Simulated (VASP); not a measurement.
# Bi2Te3 (Tellurobismuthite): how numerical settings change the zone-centre modes, part 2 of 2

Aim: test the modes of Bi2Te3 (Tellurobismuthite) against the numerical settings. The starting structure is a measured crystal structure from the Crystallography Open Database.

VASP 6.6.1.

Results so far: reference A1g (2) 141.5 cm⁻¹.

### 3. Modes with a 3×3×3 mesh

Level of this step: LDA; plane waves and PAW (Bi_d, Te) (VASP).

Against step 2 the input has a 3×3×3 mesh (also changed: KPAR).

Input file INCAR:

```
SYSTEM = Bi2Te3
PREC = Accurate
ENCUT = 450
EDIFF = 1E-08
NELM = 100
ISMEAR = 0
SIGMA = 0.03
LREAL = .FALSE.
ALGO = Normal
GGA = CA
NBANDS = 30
LORBIT = 11
LWAVE = .FALSE.
LCHARG = .FALSE.
KPAR = 2
IBRION = 6
NFREE = 2
POTIM = 0.015
NSW = 1
ISIF = 2
```

Input file POSCAR:

```
Bi2Te3
1.0
   -4.3558127779      0.0000000000      0.0000000000
    2.1779063890     -3.7722445199      0.0000000000
    2.1779063890      1.2574148400      9.9601141949
Bi Te
2 3
Direct
    0.1994964963      0.5997482482      0.7992447445
    0.8005035037      0.4002517518      0.2007552555
    0.5824529043      0.7912264522      0.3736793564
    0.4175470957      0.2087735478      0.6263206436
    0.0000000000      0.0000000000      0.0000000000
```

Input file KPOINTS:

```
Automatic mesh
0
Gamma
3 3 3
0 0 0
```

Potentials, in the order of the species: Bi_d and Te (LDA family, release 64).

Run with:

```sh
mpirun -np 16 vasp_std
```

Log:

```text
[banner, memory and clock lines left out]
running   16 mpi-ranks, on    1 nodes
[...]
[... a notice as in an earlier step ...]

 LDA part: xc-table for (Slater(with rela. corr.)+CA(PZ))
 , standard interpolation
|                                                                             |
|           W    W    AA    RRRRR   N    N  II  N    N   GGGG   !!!           |
|           W    W   A  A   R    R  NN   N  II  NN   N  G    G  !!!           |
|           W    W  A    A  R    R  N N  N  II  N N  N  G       !!!           |
|           W WW W  AAAAAA  RRRRR   N  N N  II  N  N N  G  GGG   !            |
|           WW  WW  A    A  R   R   N   NN  II  N   NN  G    G                |
|           W    W  A    A  R    R  N    N  II  N    N   GGGG   !!!           |
|                                                                             |
|     The number of bands has been changed from the values supplied in        |
|     The orbitals not found in the WAVECAR file will be initialized with     |
[...]
DAV:   4    -0.217553061294E+02   -0.16876E+01   -0.16832E+01   424   0.292E+01
[...]
DAV:  13    -0.215632299999E+02    0.75978E-07   -0.15176E-06   456   0.653E-03    0.619E-03
DAV:  14    -0.215632299609E+02    0.39018E-07   -0.38393E-07   488   0.302E-03    0.149E-03
DAV:  15    -0.215632299667E+02   -0.58626E-08   -0.70448E-08   376   0.132E-03
   1 F= -.21563230E+02 E0= -.21563230E+02  d E =-.742753E-06
[... from here on, the cycles between the ionic steps are left out ...]
   2 F= -.21562899E+02 E0= -.21562899E+02  d E =-.735641E-06
   3 F= -.21562896E+02 E0= -.21562896E+02  d E =-.735782E-06
   4 F= -.21562228E+02 E0= -.21562228E+02  d E =-.363566E-06
   5 F= -.21562900E+02 E0= -.21562899E+02  d E =-.104370E-05
   6 F= -.21562790E+02 E0= -.21562790E+02  d E =-.752438E-06
   7 F= -.21562790E+02 E0= -.21562789E+02  d E =-.752652E-06
   8 F= -.21560905E+02 E0= -.21560905E+02  d E =-.461703E-06
   9 F= -.21564503E+02 E0= -.21564502E+02  d E =-.955960E-06
  10 F= -.21562896E+02 E0= -.21562895E+02  d E =-.740364E-06
  11 F= -.21562896E+02 E0= -.21562895E+02  d E =-.740451E-06
  12 F= -.21562805E+02 E0= -.21562805E+02  d E =-.690993E-06
  13 F= -.21562805E+02 E0= -.21562805E+02  d E =-.690949E-06
 Finite differences progress:
  Degree of freedom:   6/  6
  Displacement:        2/  2
  Total:              12/ 12
```

Elapsed: 40 s, on 16 MPI ranks of AMD EPYC 7R43, shared host; peak memory 2.9 GiB.

From OUTCAR (step 3):

```text
  Total        0.5275351      0.5275351     -0.6802548     -0.0000000     -0.0000000     -0.0000000
  in kB        5.1645038      5.1645038     -6.6596109     -0.0000000     -0.0000000     -0.0000000
  external PRESSURE =       1.2231322 kB  Pullay stress =       0.0000000 kB

 POSITION                                       TOTAL-FORCE (eV/Angst)
 -----------------------------------------------------------------------------------
      2.17791     -1.25741      7.96057        -0.000000     -0.000000     -0.032257
     -2.17791     -1.25741      1.99955         0.000000      0.000000      0.012717
      0.00000     -2.51483      3.72189        -0.000000     -0.000000     -0.138100
      0.00000      0.00000      6.23823         0.000000      0.000000      0.101005
     -0.00000      0.00000     -0.01500         0.000000      0.000000      0.056635
 -----------------------------------------------------------------------------------
    total drift:                               -0.000001     -0.000000      0.000016

  FREE ENERGIE OF THE ION-ELECTRON SYSTEM (eV)
  ---------------------------------------------------
  free  energy   TOTEN  =       -21.5628053971 eV

  energy  without entropy=      -21.5628047061  energy(sigma->0) =      -21.56280505

[... 1 part as in an earlier step ...]

[... 2 further parts left out ...]
[key lines of the parts left out:]
E-fermi :   6.5597
```

The last energy, forces and stress in OUTCAR belong to the last displaced cell, not to that of POSCAR.

With a 3×3×3 mesh the modes are at the top A1g (2) 137.5, Eg (2) 117.2 cm⁻¹, at the bottom A1g (1) 59.6, Eg (1) 43.0 cm⁻¹, with 4 more of the listed ones between; the largest shift is -14.2 cm⁻¹, in A2u (1), from the reference.

### 4. Modes with a cutoff of 240 eV

Against step 2 the input has ENCUT = 240.

INCAR, as its differences from that of step 3:

```diff
@@ -2,3 +2,3 @@
 PREC = Accurate
-ENCUT = 450
+ENCUT = 240
 EDIFF = 1E-08
@@ -14,3 +14,3 @@
 LCHARG = .FALSE.
-KPAR = 2
+KPAR = 16
 IBRION = 6
```

POSCAR is that of step 3.

Input file KPOINTS:

```
Automatic mesh
0
Gamma
6 6 6
0 0 0
```

Run with:

```sh
mpirun -np 16 vasp_std
```

Log:

```text
[banner, memory and clock lines left out]
running   16 mpi-ranks, on    1 nodes
[...]
[... a notice as in an earlier step ...]

 LDA part: xc-table for (Slater(with rela. corr.)+CA(PZ))
 , standard interpolation
 POSCAR, INCAR and KPOINTS ok, starting setup
[...]
entering main loop
       N       E                     dE             d eps       ncg     rms          rms(c)
DAV:   1     0.305565782114E+03    0.30557E+03   -0.15036E+04  2104   0.873E+02
DAV:   2     0.323511957431E+01   -0.30233E+03   -0.29260E+03  2228   0.287E+02
DAV:   3    -0.211617517611E+02   -0.24397E+02   -0.23845E+02  2404   0.962E+01
DAV:   4    -0.218528269846E+02   -0.69108E+00   -0.68921E+00  2254   0.171E+01
[...]
DAV:  15    -0.215950672333E+02   -0.24451E-07   -0.14586E-07  2036   0.169E-03    0.259E-03
DAV:  16    -0.215950672210E+02    0.12293E-07   -0.19431E-08  1602   0.957E-04    0.475E-04
DAV:  17    -0.215950672187E+02    0.22901E-08   -0.10370E-08  1294   0.526E-04
   1 F= -.21595067E+02 E0= -.21595067E+02  d E =-.571007E-06
[... from here on, the cycles between the ionic steps are left out ...]
   2 F= -.21594766E+02 E0= -.21594766E+02  d E =-.565305E-06
   3 F= -.21594751E+02 E0= -.21594751E+02  d E =-.565150E-06
   4 F= -.21594289E+02 E0= -.21594289E+02  d E =-.287100E-06
   5 F= -.21594231E+02 E0= -.21594230E+02  d E =-.737933E-06
   6 F= -.21594652E+02 E0= -.21594651E+02  d E =-.576734E-06
   7 F= -.21594653E+02 E0= -.21594653E+02  d E =-.577095E-06
   8 F= -.21594466E+02 E0= -.21594466E+02  d E =-.364594E-06
   9 F= -.21594421E+02 E0= -.21594420E+02  d E =-.698948E-06
  10 F= -.21594731E+02 E0= -.21594731E+02  d E =-.569067E-06
  11 F= -.21594731E+02 E0= -.21594731E+02  d E =-.569101E-06
  12 F= -.21594581E+02 E0= -.21594581E+02  d E =-.525589E-06
  13 F= -.21594581E+02 E0= -.21594581E+02  d E =-.525575E-06
 Finite differences progress:
  Degree of freedom:   6/  6
  Displacement:        2/  2
  Total:              12/ 12
```

The job ended after 91 s (16 MPI ranks; peak memory 5.7 GiB; 24 min of CPU time).

OUTCAR, selected parts (step 4):

```text
  Total       -0.5623699     -0.5623699     -0.5549464      0.0000000     -0.0000000     -0.0000000
  in kB       -5.5055324     -5.5055324     -5.4328573      0.0000000     -0.0000000     -0.0000000
  external PRESSURE =      -5.4813074 kB  Pullay stress =       0.0000000 kB

 POSITION                                       TOTAL-FORCE (eV/Angst)
 -----------------------------------------------------------------------------------
      2.17791     -1.25741      7.96057        -0.000000     -0.000000     -0.017854
     -2.17791     -1.25741      1.99955        -0.000000     -0.000000     -0.021103
      0.00000     -2.51483      3.72189        -0.000000     -0.000000     -0.011252
      0.00000      0.00000      6.23823        -0.000000     -0.000000     -0.014566
     -0.00000      0.00000     -0.01500         0.000000      0.000000      0.064776
 -----------------------------------------------------------------------------------
    total drift:                               -0.000000     -0.000000      0.000004

  FREE ENERGIE OF THE ION-ELECTRON SYSTEM (eV)
  ---------------------------------------------------
  free  energy   TOTEN  =       -21.5945812879 eV

  energy  without entropy=      -21.5945807623  energy(sigma->0) =      -21.59458103

[... 1 part as in an earlier step ...]

[... 2 further parts left out ...]
[key lines of the parts left out:]
E-fermi :   6.5583
```

With a cutoff of 240 eV the modes are at the top A1g (2) 141.8, A2u (2) 127.3 cm⁻¹, at the bottom A1g (1) 64.8, Eg (1) 41.9 cm⁻¹, with 4 more of the listed ones between; the largest shift is +0.6 cm⁻¹, in A1g (1), from the reference.

### 5. Modes with an 8×8×8 mesh

Against step 2 the input has an 8×8×8 mesh.

INCAR, as its differences from that of step 4:

```diff
@@ -2,3 +2,3 @@
 PREC = Accurate
-ENCUT = 240
+ENCUT = 450
 EDIFF = 1E-08
```

POSCAR is that of step 4.

Input file KPOINTS:

```
Automatic mesh
0
Gamma
8 8 8
0 0 0
```

Run with:

```sh
mpirun -np 16 vasp_std
```

Log:

```text
[... set-up lines as in an earlier step ...]
 entering main loop
       N       E                     dE             d eps       ncg     rms          rms(c)
DAV:   1     0.415939938877E+03    0.41594E+03   -0.20288E+04  3908   0.141E+03
DAV:   2     0.235200104716E+02   -0.39242E+03   -0.37961E+03  4134   0.375E+02
DAV:   3    -0.199662687162E+02   -0.43486E+02   -0.41505E+02  5012   0.139E+02
DAV:   4    -0.217981106444E+02   -0.18318E+01   -0.18182E+01  4562   0.303E+01
[...]
DAV:  14    -0.216071530171E+02    0.13266E-06   -0.86698E-07  4414   0.504E-03    0.172E-03
DAV:  15    -0.216071530377E+02   -0.20553E-07   -0.27190E-07  4108   0.221E-03    0.233E-03
DAV:  16    -0.216071530388E+02   -0.11560E-08   -0.23343E-08  3444   0.914E-04
   1 F= -.21607153E+02 E0= -.21607153E+02  d E =-.287719E-06
[... from here on, the cycles between the ionic steps are left out ...]
   2 F= -.21606838E+02 E0= -.21606838E+02  d E =-.284758E-06
   3 F= -.21606835E+02 E0= -.21606835E+02  d E =-.284639E-06
   4 F= -.21606149E+02 E0= -.21606149E+02  d E =-.144446E-06
   5 F= -.21606569E+02 E0= -.21606569E+02  d E =-.369684E-06
   6 F= -.21606737E+02 E0= -.21606737E+02  d E =-.290485E-06
   7 F= -.21606737E+02 E0= -.21606737E+02  d E =-.290484E-06
   8 F= -.21606388E+02 E0= -.21606388E+02  d E =-.183113E-06
   9 F= -.21606676E+02 E0= -.21606676E+02  d E =-.352594E-06
  10 F= -.21606817E+02 E0= -.21606817E+02  d E =-.286630E-06
  11 F= -.21606817E+02 E0= -.21606817E+02  d E =-.286655E-06
  12 F= -.21606671E+02 E0= -.21606670E+02  d E =-.264379E-06
  13 F= -.21606671E+02 E0= -.21606670E+02  d E =-.264389E-06
 Finite differences progress:
  Degree of freedom:   6/  6
  Displacement:        2/  2
  Total:              12/ 12
```

Elapsed: 6.1 min, on 16 MPI ranks; peak memory 21 GiB.

From OUTCAR (step 5):

```text
  Total        0.0128846      0.0128846     -0.0185396     -0.0000000     -0.0000000     -0.0000000
  in kB        0.1261386      0.1261386     -0.1815002     -0.0000000     -0.0000000     -0.0000000
  external PRESSURE =       0.0235923 kB  Pullay stress =       0.0000000 kB

 POSITION                                       TOTAL-FORCE (eV/Angst)
 -----------------------------------------------------------------------------------
      2.17791     -1.25741      7.96057        -0.000000     -0.000000     -0.034388
     -2.17791     -1.25741      1.99955        -0.000000     -0.000000     -0.005694
      0.00000     -2.51483      3.72189        -0.000000     -0.000000     -0.021604
      0.00000      0.00000      6.23823        -0.000000     -0.000000     -0.002694
     -0.00000      0.00000     -0.01500         0.000000      0.000000      0.064379
 -----------------------------------------------------------------------------------
    total drift:                               -0.000001     -0.000000     -0.000161

  FREE ENERGIE OF THE ION-ELECTRON SYSTEM (eV)
  ---------------------------------------------------
  free  energy   TOTEN  =       -21.6066705163 eV

  energy  without entropy=      -21.6066702519  energy(sigma->0) =      -21.60667038

[... 1 part as in an earlier step ...]

[... 2 further parts left out ...]
[key lines of the parts left out:]
E-fermi :   6.5589
```

With an 8×8×8 mesh the modes are at the top A1g (2) 140.1, A2u (2) 128.2 cm⁻¹, at the bottom A1g (1) 64.5, Eg (1) 42.4 cm⁻¹, with 4 more of the listed ones between; the largest shift is -1.4 cm⁻¹, in A1g (2), from the reference.

### 6. All runs side by side

```tsv
run	A1g (2)	A2u (2)	Eg (2)	A2u (1)	Eu (2)	Eu (1)	A1g (1)	Eg (1)	core minutes
reference	141.5	127.0	112.1	104.4	100.6	70.2	64.2	42.2	68.8
a 3×3×3 mesh	137.5	113.4	117.2	90.2	102.7	67.9	59.6	43.0	10.7
a cutoff of 240 eV	141.8	127.3	112.0	104.6	100.6	70.1	64.8	41.9	24.3
an 8×8×8 mesh	140.1	128.2	112.1	104.3	100.6	70.6	64.5	42.4	96.8
```

Modes are in cm⁻¹, degenerate ones as one, matched between runs by symmetry and order. A number in brackets counts the listed modes of one symmetry from the lowest. The symmetry labels come from an automatic analysis and can be wrong where levels nearly coincide. Core minutes are wall time times ranks of the run shown, on a shared host.

### 7. Summary of results

```json
{
  "A1g (2), reference": "141.5 cm⁻¹",
  "Eg (1), reference": "42.2 cm⁻¹",
  "A1g (2), a 3×3×3 mesh": "137.5 cm⁻¹",
  "Eg (1), a 3×3×3 mesh": "43.0 cm⁻¹",
  "A1g (2), a cutoff of 240 eV": "141.8 cm⁻¹",
  "Eg (1), a cutoff of 240 eV": "41.9 cm⁻¹",
  "A1g (2), an 8×8×8 mesh": "140.1 cm⁻¹",
  "Eg (1), an 8×8×8 mesh": "42.4 cm⁻¹"
}
```

What this shows: The largest change comes with a 3×3×3 mesh: -14.2 cm⁻¹ in A2u (1). On finer settings the modes change by up to -1.4 cm⁻¹ in A1g (2) with an 8×8×8 mesh. Other changes move the modes by more: -14.2 cm⁻¹ in A2u (1) with a 3×3×3 mesh. The frequencies are harmonic, and the splitting of polar modes by their long-range field is left out. Further runs on this material are not shown.

[Lines on the potential files, build, host, timing and source positions are cut from VASP's logs without a mark.]

[Logs are printed without paths, hosts, clocks, repeated set-up lines and the standing remarks that a program may print on its own settings, such as how far it seeks lower states.]

[Hosts, paths, dates, database ids (printed as entryN), source tags and the programs' standing remarks are cut or masked in the printed files.]
